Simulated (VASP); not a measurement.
Input:

```
CELL_PARAMETERS angstrom
      0.00000     3.27993     3.27993
      3.27993     0.00000     3.27993
      3.27993     3.27993     0.00000
ATOMIC_POSITIONS crystal
  Na 0.25000 0.25000 0.25000
  Na 0.75000 0.75000 0.75000
  S  0.00000 0.00000 0.00000
```

All values below come from PW91 GGA, VASP's PBE PAW potentials (set 64) (plane waves; VASP 6.6.1). Numerical set-up: 520 eV cut-off, 5×5×5 Γ-centred mesh, Gaussian smearing of 0.050 eV, potentials Na_pv S.

### Question
What does the run give for the energy per atom (σ→0), band gap (on the k-mesh) with the smallest direct gap where there is one?

### Answer

- band gap (on the k-mesh) = 2.47 eV
- smallest direct gap (on the k-mesh) = 2.47 eV
- energy per atom (σ→0) = -3.352 eV/atom

The compound is Na2S in the antifluorite structure. It was relaxed first. The start is the result of an earlier pass.
